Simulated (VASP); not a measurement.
Calculation: G0W0 on PBE orbitals, VASP's PBE PAW potentials (set 64) (plane waves; VASP).

VASP input:

**KPOINTS**
```
kpoints
0
gamma
4 4 4
0 0 0
```

### INCAR
```
ENCUT  =  500   ! plane-wave cut-off (eV)
GGA  =  PE
NOMEGA  =  64
ALGO  =  EVGW0
LREAL  =  .FALSE.
PREC  =  Normal
ENCUTGW  =  150
NBANDS  =  64
NELMGW  =  1
NBANDSGW  =  16
SIGMA  =  0.01   ! width (eV)
SYSTEM  =  NaI
LCHARG  =  .FALSE.
ISMEAR  =  0   ! Gaussian
LSPECTRALGW  =  .TRUE.
LWAVE  =  .FALSE.
LASPH  =  .TRUE.   ! aspherical one-centre terms
```

File POSCAR:
```
NaI
3.2350
  0.0000000000   1.0000000000   1.0000000000
  1.0000000000   0.0000000000   1.0000000000
  1.0000000000   1.0000000000   0.0000000000
Na I
1 1
direct
  0.0000000000   0.0000000000   0.0000000000
  0.5000000000   0.5000000000   0.5000000000
```

POTCAR, in this order: Na_sv_GW I_GW (PBE.64 set). Program: vasp_std. Read from the step before: WAVECAR, WAVEDER.

Output of the run:

File OSZICAR:
```
energies w=
    0.000    0.000    1.218    0.000    2.434    0.000    3.645    0.000
    4.849    0.000    6.045    0.000    7.230    0.000    8.403    0.000
    9.563    0.000   10.709    0.000   11.841    0.000   12.958    0.000
   14.061    0.000   15.150    0.000   16.226    0.000   17.289    0.000
   18.340    0.000   19.381    0.000   20.413    0.000   21.437    0.000
   22.455    0.000   23.469    0.000   24.479    0.000   25.489    0.000
   26.499    0.000   27.513    0.000   28.532    0.000   29.558    0.000
   30.593    0.000   31.641    0.000   32.704    0.000   33.785    0.000
   34.887    0.000   36.013    0.000   37.167    0.000   38.353    0.000
   39.575    0.000   40.839    0.000   42.149    0.000   43.512    0.000
   44.934    0.000   46.423    0.000   47.987    0.000   49.638    0.000
   51.385    0.000   53.242    0.000   55.225    0.000   57.350    0.000
   59.640    0.000   62.118    0.000   64.815    0.000   67.767    0.000
   71.016    0.000   74.617    0.000   78.635    0.000   83.153    0.000
   88.277    0.000   94.143    0.000  100.931    0.000  108.879    0.000
  118.317    0.000  129.707    0.000  143.721    0.000  161.375    0.000
NQ=   1    0.0000    0.0000    0.0000,
 performed         73000 updates of chi_q(r,r)
NQ=   2    0.2500    0.0000    0.0000,
 performed        220000 updates of chi_q(r,r)
NQ=   3    0.5000    0.0000    0.0000,
 performed        330000 updates of chi_q(r,r)
NQ=   4    0.2500    0.2500    0.0000,
 performed        463000 updates of chi_q(r,r)
NQ=   5    0.5000    0.2500    0.0000,
 performed        643000 updates of chi_q(r,r)
NQ=   6   -0.2500    0.2500    0.0000,
 performed        802000 updates of chi_q(r,r)
NQ=   7    0.5000    0.5000    0.0000,
 performed        904000 updates of chi_q(r,r)
NQ=   8   -0.2500    0.5000    0.2500,
 performed       1039000 updates of chi_q(r,r)
 resolving degeneracies of screened two electron integrals
```

File OUTCAR:
```


 k-point   1 :       0.0000    0.0000    0.0000
  band No.  KS-energies  QP-energies   sigma(KS)   V_xc(KS)     V^pw_x(r,r')   Z            occupation Imag(sigma)

      1     -49.7106     -58.8225     -41.7913     -29.2787     -49.1344       0.7282       2.0000       0.5251
      2     -21.6493     -26.9206     -35.1526     -28.3133     -41.3475       0.7707       2.0000       0.2721
      3     -21.6493     -26.9206     -35.1526     -28.3133     -41.3475       0.7707       2.0000       0.2721
      4     -21.6493     -26.9206     -35.1526     -28.3133     -41.3475       0.7707       2.0000       0.2721
      5     -10.2279     -11.2592     -13.3616     -11.9524     -18.9281       0.7318       2.0000       1.5470
      6       0.7911      -0.3530     -12.7445     -11.2938     -14.3095       0.7887       2.0000       0.1550
      7       0.7911      -0.3530     -12.7445     -11.2938     -14.3095       0.7887       2.0000       0.1550
      8       0.7911      -0.3530     -12.7445     -11.2938     -14.3095       0.7887       2.0000       0.1550
      9       4.4291       5.2576      -6.4189      -7.4232      -3.6047       0.8250       0.0000      -0.1406
     10       8.7491       9.5275      -6.1198      -7.0839      -2.9551       0.8074       0.0000      -0.1860
     11       8.7491       9.5275      -6.1198      -7.0839      -2.9551       0.8074       0.0000      -0.1860
     12       8.7491       9.5275      -6.1198      -7.0839      -2.9551       0.8074       0.0000      -0.1860
     13      10.6059      11.6269      -6.7454      -8.0291      -3.3595       0.7953       0.0000      -0.2336
     14      10.6059      11.6269      -6.7454      -8.0291      -3.3595       0.7953       0.0000      -0.2336
     15      11.2286      11.6005      -5.0072      -5.4813      -1.2188       0.7845       0.0000      -0.3329
     16      12.3216      13.1955      -6.5995      -7.7181      -2.6387       0.7813       0.0000      -0.3931

 k-point   2 :       0.2500    0.0000    0.0000
  band No.  KS-energies  QP-energies   sigma(KS)   V_xc(KS)     V^pw_x(r,r')   Z            occupation Imag(sigma)

      1     -49.7104     -58.8579     -41.7913     -29.2789     -49.1344       0.7311       2.0000       0.5251
      2     -21.6516     -26.8466     -35.1420     -28.3015     -41.3366       0.7594       2.0000       0.2759
      3     -21.6492     -26.9448     -35.1527     -28.3128     -41.3473       0.7742       2.0000       0.2723
      4     -21.6492     -26.9448     -35.1527     -28.3128     -41.3473       0.7742       2.0000       0.2723
      5     -10.0772     -11.0816     -13.4632     -12.1057     -18.9925       0.7399       2.0000       1.5113
      6      -0.5013      -1.7950     -11.7560     -10.0946     -13.4813       0.7787       2.0000       0.1907
      7       0.6439      -0.5252     -12.6298     -11.1431     -14.2168       0.7864       2.0000       0.1585
      8       0.6439      -0.5252     -12.6298     -11.1431     -14.2168       0.7864       2.0000       0.1585
      9       5.7158       6.5272      -6.6271      -7.6210      -3.7355       0.8165       0.0000      -0.1528
     10       8.3090       9.1315      -6.6220      -7.6485      -3.4168       0.8012       0.0000      -0.1996
     11       8.7835       9.6421      -6.5002      -7.5690      -3.3124       0.8034       0.0000      -0.1943
     12       8.7835       9.6421      -6.5002      -7.5690      -3.3124       0.8034       0.0000      -0.1943
     13      10.3763      11.2795      -6.5126      -7.6502      -3.0688       0.7940       0.0000      -0.2450
     14      10.3763      11.2795      -6.5126      -7.6502      -3.0688       0.7940       0.0000      -0.2450
     15      11.2202      12.0274      -6.0655      -7.0933      -2.2244       0.7854       0.0000      -0.3457
     16      14.3942      15.0339      -5.6566      -6.4605      -1.6213       0.7956       0.0000      -0.5184

 k-point   3 :       0.5000    0.0000    0.0000
  band No.  KS-energies  QP-energies   sigma(KS)   V_xc(KS)     V^pw_x(r,r')   Z            occupation Imag(sigma)

      1     -49.7104     -58.9242     -41.7914     -29.2790     -49.1345       0.7364       2.0000       0.5251
      2     -21.6542     -26.8248     -35.1306     -28.2896     -41.3243       0.7558       2.0000       0.2797
      3     -21.6493     -26.9293     -35.1520     -28.3122     -41.3468       0.7720       2.0000       0.2725
      4     -21.6493     -26.9293     -35.1520     -28.3122     -41.3468       0.7720       2.0000       0.2725
      5      -9.9139     -10.8826     -13.5842     -12.2856     -19.0716       0.7459       2.0000       1.4683
      6      -1.3920      -2.8182     -11.4098      -9.5512     -13.3916       0.7674       2.0000       0.2367
      7       0.5092      -0.6839     -12.5392     -11.0182     -14.1530       0.7844       2.0000       0.1624
      8       0.5092      -0.6839     -12.5392     -11.0182     -14.1530       0.7844       2.0000       0.1624
      9       5.8822       6.5378      -6.0885      -6.8911      -3.2190       0.8168       0.0000      -0.1515
     10       8.2568       9.1275      -6.6421      -7.7218      -3.5364       0.8064       0.0000      -0.1840
     11       8.2568       9.1275      -6.6421      -7.7218      -3.5364       0.8064       0.0000      -0.1840
     12       9.5401      10.7646      -7.6907      -9.2551      -4.0675       0.7827       0.0000      -0.2847
     13      11.1023      11.6844      -5.6708      -6.4130      -1.8747       0.7842       0.0000      -0.3317
     14      13.2079      14.3837      -7.3334      -8.8312      -3.5670       0.7850       0.0000      -0.3627
     15      13.2079      14.3837      -7.3334      -8.8312      -3.5670       0.7850       0.0000      -0.3627
     16      13.4972      14.1837      -5.8464      -6.7217      -1.7642       0.7844       0.0000      -0.4840

 k-point   4 :       0.2500    0.2500    0.0000
  band No.  KS-energies  QP-energies   sigma(KS)   V_xc(KS)     V^pw_x(r,r')   Z            occupation Imag(sigma)

      1     -49.7104     -58.8806     -41.7913     -29.2790     -49.1344       0.7329       2.0000       0.5251
      2     -21.6502     -26.9225     -35.1486     -28.3080     -41.3431       0.7707       2.0000       0.2732
      3     -21.6502     -26.9225     -35.1486     -28.3080     -41.3431       0.7707       2.0000       0.2732
      4     -21.6502     -26.9225     -35.1486     -28.3080     -41.3431       0.7707       2.0000       0.2732
      5     -10.0331     -11.0281     -13.4806     -12.1413     -18.9993       0.7430       2.0000       1.5015
      6      -0.4315      -1.7194     -11.7785     -10.1263     -13.4882       0.7795       2.0000       0.1880
      7       0.3860      -0.8230     -12.4820     -10.9386     -14.1122       0.7834       2.0000       0.1651
      8       0.3860      -0.8230     -12.4820     -10.9386     -14.1122       0.7834       2.0000       0.1651
      9       6.0750       7.0218      -6.9838      -8.1492      -4.0469       0.8125       0.0000      -0.1585
     10       7.1534       7.7595      -5.7440      -6.4896      -2.7397       0.8129       0.0000      -0.1650
     11       8.3844       9.2603      -6.7721      -7.8670      -3.5403       0.8000       0.0000      -0.2047
     12      10.0323      10.9098      -6.6403      -7.7471      -3.2244       0.7928       0.0000      -0.2407
     13      10.0323      10.9098      -6.6403      -7.7471      -3.2244       0.7928       0.0000      -0.2407
     14      11.3012      12.3620      -6.8536      -8.1930      -3.3478       0.7920       0.0000      -0.2652
     15      13.7854      14.7045      -6.4636      -7.6298      -2.4214       0.7880       0.0000      -0.4937
     16      13.7854      14.7045      -6.4636      -7.6298      -2.4214       0.7880       0.0000      -0.4937

 k-point   5 :       0.5000    0.2500    0.0000
  band No.  KS-energies  QP-energies   sigma(KS)   V_xc(KS)     V^pw_x(r,r')   Z            occupation Imag(sigma)

      1     -49.7104     -59.0057     -41.7914     -29.2791     -49.1345       0.7429       2.0000       0.5252
      2     -21.6529     -26.8413     -35.1376     -28.2960     -41.3312       0.7584       2.0000       0.2762
      3     -21.6503     -26.9154     -35.1484     -28.3080     -41.3430       0.7697       2.0000       0.2727
      4     -21.6503     -26.9154     -35.1484     -28.3080     -41.3430       0.7697       2.0000       0.2727
      5      -9.8763     -10.8396     -13.5832     -12.3033     -19.0616       0.7527       2.0000       1.4613
      6      -1.0241      -2.4156     -11.6003      -9.7972     -13.4950       0.7717       2.0000       0.2169
      7      -0.1343      -1.4171     -12.0685     -10.4249     -13.7706       0.7804       2.0000       0.1803
      8       0.2624      -0.9681     -12.4114     -10.8379     -14.0686       0.7820       2.0000       0.1690
      9       6.2774       7.1224      -6.4709      -7.5083      -3.5290       0.8145       0.0000      -0.1584
     10       7.5077       8.3198      -6.6649      -7.6737      -3.6101       0.8050       0.0000      -0.1777
     11       8.6521       9.4550      -6.5679      -7.5725      -3.2963       0.7991       0.0000      -0.2118
     12       9.5194      10.4615      -6.8522      -8.0364      -3.5243       0.7956       0.0000      -0.2245
     13      11.5170      12.4552      -6.9038      -8.1080      -3.0715       0.7791       0.0000      -0.3680
     14      13.2778      14.3469      -6.9853      -8.3477      -3.1597       0.7847       0.0000      -0.3826
     15      13.6596      14.4903      -6.0581      -7.1076      -2.0662       0.7915       0.0000      -0.4701
     16      14.1101      14.9815      -6.4227      -7.5342      -2.3327       0.7840       0.0000      -0.5149

 k-point   6 :      -0.2500    0.2500    0.0000
  band No.  KS-energies  QP-energies   sigma(KS)   V_xc(KS)     V^pw_x(r,r')   Z            occupation Imag(sigma)

      1     -49.7104     -58.9065     -41.7914     -29.2790     -49.1345       0.7350       2.0000       0.5251
      2     -21.6509     -26.8760     -35.1455     -28.3051     -41.3399       0.7638       2.0000       0.2741
      3     -21.6509     -26.8760     -35.1455     -28.3051     -41.3399       0.7638       2.0000       0.2741
      4     -21.6509     -26.8760     -35.1455     -28.3051     -41.3399       0.7638       2.0000       0.2741
      5      -9.9239     -10.8909     -13.5609     -12.2610     -19.0518       0.7439       2.0000       1.4730
...
```
(Selected blocks of OUTCAR.)

The mesh is coarse and the basis finite, so the quasiparticle values are not converged.

The compound is NaI in the rock salt structure. The cell was not relaxed at this level. The k-mesh is coarse (spacing up to 0.42 per Å, 2π included), so the numbers may not be converged in it.
